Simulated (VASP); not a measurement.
Output of a VASP run:

File OSZICAR:
```
       N       E                     dE             d eps       ncg     rms          rms(c)
DAV:   1     0.204186897099E+03    0.20419E+03   -0.12922E+04  2216   0.124E+03
DAV:   2    -0.119569468250E+02   -0.21614E+03   -0.20473E+03  2235   0.287E+02
DAV:   3    -0.246947105597E+02   -0.12738E+02   -0.12038E+02  2313   0.845E+01
DAV:   4    -0.249234956175E+02   -0.22879E+00   -0.22805E+00  2473   0.107E+01
DAV:   5    -0.249294035652E+02   -0.59079E-02   -0.59075E-02  2440   0.170E+00    0.198E+01
DAV:   6    -0.313004629201E+02   -0.63711E+01   -0.44990E+01  2329   0.121E+02    0.346E+01
DAV:   7    -0.220518100140E+02    0.92487E+01   -0.34020E+01  2631   0.764E+01    0.562E+00
DAV:   8    -0.227491015084E+02   -0.69729E+00   -0.52018E+00  2781   0.385E+01    0.128E+01
DAV:   9    -0.220429129546E+02    0.70619E+00   -0.13870E+00  2478   0.293E+01    0.203E+00
DAV:  10    -0.220431790529E+02   -0.26610E-03   -0.15853E-01  2368   0.371E+00    0.115E+00
DAV:  11    -0.220415821419E+02    0.15969E-02   -0.17981E-02  2700   0.205E+00    0.614E-01
DAV:  12    -0.220408220343E+02    0.76011E-03   -0.35634E-03  2585   0.117E+00    0.183E-01
DAV:  13    -0.220407286697E+02    0.93365E-04   -0.10300E-03  3274   0.403E-01    0.124E-01
DAV:  14    -0.220407038059E+02    0.24864E-04   -0.23227E-04  2524   0.313E-01    0.430E-02
DAV:  15    -0.220407034462E+02    0.35966E-06   -0.20168E-05  2355   0.653E-02    0.157E-02
DAV:  16    -0.220407037100E+02   -0.26374E-06   -0.43609E-06  1796   0.284E-02
   1 F= -.22040704E+02 E0= -.22011703E+02  d E =-.580019E-01  mag=     2.3168
```

**OUTCAR**
```
------------------------ aborting loop because EDIFF is reached ----------------------------------------
  FORCE on cell =-STRESS in cart. coord.  units (eV):
  Direction    XX          YY          ZZ          XY          YZ          ZX
  --------------------------------------------------------------------------------------
  Total       -6.0832013     -6.0832013     -6.0832013     -0.0000000     -0.0000000      0.0000000
  in kB     -175.9502411   -175.9502411   -175.9502411     -0.0000000     -0.0000000      0.0000000
  external PRESSURE =    -175.9502411 kB  Pullay stress =       0.0000000 kB
  volume of cell :       55.39
      direct lattice vectors                 reciprocal lattice vectors
     0.000000000  3.025573000  3.025573000    -0.165257953  0.165257953  0.165257953
     3.025573000  0.000000000  3.025573000     0.165257953 -0.165257953  0.165257953
     3.025573000  3.025573000  0.000000000     0.165257953  0.165257953 -0.165257953
 POSITION                                       TOTAL-FORCE (eV/Angst)
 -----------------------------------------------------------------------------------
      0.00000      0.00000      0.00000         0.000000      0.000000      0.000000
      3.02557      3.02557      3.02557         0.000000      0.000000      0.000000
      1.51279      1.51279      1.51279         0.000000      0.000000      0.000000
      4.53836      4.53836      4.53836        -0.000000     -0.000000     -0.000000
 -----------------------------------------------------------------------------------
    total drift:                               -0.000000      0.000000      0.000000
  FREE ENERGIE OF THE ION-ELECTRON SYSTEM (eV)
  ---------------------------------------------------
  free  energy   TOTEN  =       -22.0407037100 eV

  energy  without entropy=      -21.9827018383  energy(sigma->0) =      -22.01170277

 total charge

# of ion       s       p       d       tot
------------------------------------------
    1        0.671   0.504   7.998   9.172
    2        0.388   0.332   8.265   8.985
    3        0.419   0.373   8.267   9.058
    4        0.419   0.373   8.267   9.058
--------------------------------------------------
tot          1.896   1.581  32.797  36.274

 magnetization (x)

# of ion       s       p       d       tot
------------------------------------------
    1       -0.010  -0.027   0.294   0.257
    2       -0.005  -0.011   0.719   0.702
    3       -0.001  -0.010   0.719   0.708
    4       -0.001  -0.010   0.719   0.708
--------------------------------------------------
tot         -0.016  -0.059   2.451   2.376
```
(Selected blocks of OUTCAR.)

**POSCAR**
```
Ni3Pt
1
    0.0000000000     3.0255730000     3.0255730000
    3.0255730000     0.0000000000     3.0255730000
    3.0255730000     3.0255730000     0.0000000000
Pt Ni
1 3
Direct
  0.0000000000   0.0000000000   0.0000000000
  0.5000000000   0.5000000000   0.5000000000
  0.2500000000   0.2500000000   0.2500000000
  0.7500000000   0.7500000000   0.7500000000
```

Problem. Write an INCAR and KPOINTS that could have produced this output.

Solution. One answer among several that fit: the input of the run itself, PBE GGA, plane waves, VASP's PBE PAW potentials (set 64).

File KPOINTS:
```
Automatic mesh
0
Gamma
  7 7 7
0 0 0
```

### INCAR
```
SYSTEM = Ni3Pt
PREC = Accurate; ENCUT = 300; LREAL = .FALSE.
LASPH = .TRUE.
EDIFF = 1E-6; NELM = 100; ALGO = Normal
LMAXMIX = 6
ISMEAR = 0; SIGMA = 0.136
GGA = PE
MAGMOM = 0.0 2.0 2.0 2.0
ISPIN = 2
ISIF = 2
LWAVE = .FALSE.; LCHARG = .FALSE.; LORBIT = 11
```

POTCAR, in this order: Pt Ni (PBE.64 set). Program: vasp_std.

At this cut-off the stress carries a Pulay error, which pulls relaxed volumes low.

The structure was generated: Ni3Pt was put into an ordered model structure, which need not be its known phase. The cell was not relaxed at this level.
